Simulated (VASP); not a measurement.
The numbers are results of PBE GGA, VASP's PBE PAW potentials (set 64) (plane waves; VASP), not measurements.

VASP input:

**POSCAR**
```
NaF
1
    0.0000000000     2.2904670000     2.2904670000
    2.2904670000     0.0000000000     2.2904670000
    2.2904670000     2.2904670000     0.0000000000
Na F
1 1
Direct
  0.0000000000   0.0000000000   0.0000000000
  0.5000000000   0.5000000000   0.5000000000
```

### KPOINTS
```
Automatic mesh
0
Gamma
3 3 3
0 0 0
```

### INCAR
```
GGA = PE
NELM = 100
ENCUT = 400   ! plane-wave cut-off (eV)
ISMEAR = -1
ISIF = 2   ! forces and stress, cell fixed
EDIFF = 1E-6   ! SCF stop (eV)
SIGMA = 0.02
LASPH = T   ! aspherical one-centre terms
LREAL = F   ! projection in real space or not
SYSTEM = NaF
ALGO = Normal   ! blocked Davidson
LCHARG = F
PREC = Accurate
LWAVE = F
```

POTCAR, in this order: Na_pv F (PBE.64 set). Program: vasp_std.

The resulting files:

**OUTCAR**
```
 ion  position               nearest neighbor table
   1  0.000  0.000  0.000-   2 2.29   2 2.29   2 2.29   2 2.29   2 2.29   2 2.29
   2  0.500  0.500  0.500-   1 2.29   1 2.29   1 2.29   1 2.29   1 2.29   1 2.29
  LATTYP: Found a face centered cubic cell.
 ALAT       =     4.5809340000
 Subroutine PRICEL returns:
 Original cell was already a primitive cell.
 Subroutine GETGRP returns: Found 48 space group operations
The static configuration has the point symmetry O_h .
The dynamic configuration has the point symmetry O_h .
 Subroutine INISYM returns: Found 48 space group operations
 Subroutine IBZKPT returns following result:
 Found      4 irreducible k-points:

 Following reciprocal coordinates:
            Coordinates               Weight
  0.000000  0.000000  0.000000      1.000000
  0.333333  0.000000  0.000000      8.000000
  0.333333  0.333333  0.000000      6.000000
 -0.333333  0.333333  0.000000     12.000000
   k-points           NKPTS =      4   k-points in BZ     NKDIM =      4   number of bands    NBANDS=     11
   number of dos      NEDOS =    301   number of ions     NIONS =      2
   total plane-waves  NPLWV =  13824
   dimension x,y,z NGX =    24 NGY =   24 NGZ =   24
   dimension x,y,z NGXF=    48 NGYF=   48 NGZF=   48
   ions per type =               1   1
   PREC   = accura    normal or accurate (medium, high low for compatibility)
   ISTART =      0    job   : 0-new  1-cont  2-samecut
   ICHARG =      2    charge: 1-file 2-atom 10-const
   ISPIN  =      1    spin polarized calculation?
   LNONCOLLINEAR =      F non collinear calculations
   LSORBIT =      F    spin-orbit coupling
   INIWAV =      1    electr: 0-lowe 1-rand  2-diag
   ENCUT  =  400.0 eV  29.40 Ry    5.42 a.u.   5.28  5.28  5.28*2*pi/ulx,y,z
   NELM   =    100;   NELMIN=  2; NELMDL= -5     # of ELM steps
   EDIFF  = 0.1E-05   stopping-criterion for ELM
   LREAL  =      F    real-space projection
   NLSPLINE    = F    spline interpolate recip. space projectors
   LMAXMIX     =    2 max onsite mixed and CHGCAR
   VOSKOWN=      0    Vosko Wilk Nusair interpolation
...
```

File OSZICAR:
```
       N       E                     dE             d eps       ncg     rms          rms(c)
DAV:   1     0.768167229336E+02    0.76817E+02   -0.76570E+03    96   0.121E+03
DAV:   2    -0.642066904786E+01   -0.83237E+02   -0.80850E+02    88   0.307E+02
DAV:   3    -0.938915964130E+01   -0.29685E+01   -0.29589E+01   103   0.626E+01
DAV:   4    -0.941401974800E+01   -0.24860E-01   -0.24857E-01   100   0.581E+00
DAV:   5    -0.941429495479E+01   -0.27521E-03   -0.27521E-03    97   0.602E-01    0.518E+00
DAV:   6    -0.857383386309E+01    0.84046E+00   -0.34754E+00   108   0.180E+01    0.184E+00
DAV:   7    -0.856132638777E+01    0.12507E-01   -0.25700E-02    97   0.263E+00    0.108E+00
DAV:   8    -0.856029275368E+01    0.10336E-02   -0.25116E-02    88   0.390E+00    0.972E-02
DAV:   9    -0.856107423439E+01   -0.78148E-03   -0.29656E-03   100   0.575E-01    0.473E-02
DAV:  10    -0.856105015682E+01    0.24078E-04   -0.20998E-04    97   0.225E-01    0.824E-03
DAV:  11    -0.856105144348E+01   -0.12867E-05   -0.80884E-06    97   0.541E-02    0.368E-03
DAV:  12    -0.856105209240E+01   -0.64892E-06   -0.83577E-07    88   0.164E-02
   1 F= -.85610521E+01 E0= -.85610521E+01  d E =-.863689E-11
```

**OUTCAR**
```
------------------------ aborting loop because EDIFF is reached ----------------------------------------
  FORCE on cell =-STRESS in cart. coord.  units (eV):
  Direction    XX          YY          ZZ          XY          YZ          ZX
  --------------------------------------------------------------------------------------
  Total       -0.5152583     -0.5152583     -0.5152583     -0.0000000     -0.0000000      0.0000000
  in kB      -34.3505326    -34.3505326    -34.3505326     -0.0000000     -0.0000000      0.0000000
  external PRESSURE =     -34.3505326 kB  Pullay stress =       0.0000000 kB
  volume of cell :       24.03
      direct lattice vectors                 reciprocal lattice vectors
     0.000000000  2.290467000  2.290467000    -0.218296094  0.218296094  0.218296094
     2.290467000  0.000000000  2.290467000     0.218296094 -0.218296094  0.218296094
     2.290467000  2.290467000  0.000000000     0.218296094  0.218296094 -0.218296094
  FREE ENERGIE OF THE ION-ELECTRON SYSTEM (eV)
  ---------------------------------------------------
  free  energy   TOTEN  =        -8.5610520924 eV

  energy  without entropy=       -8.5610520924  energy(sigma->0) =       -8.56105209
```
(Selected blocks of OUTCAR.)

At this cut-off the stress carries a Pulay error, which pulls relaxed volumes low.

The structure comes from a computed database's NaF entry; how it stands against other phases isn't given here. The cell was not relaxed at this level. The k-mesh is coarse (spacing up to 0.79 per Å, 2π included), so the numbers may not be converged in it. The run is one of a series of settings (KPOINTS 3×3×3 Γ-centred mesh against the base run), some of them coarse on purpose.
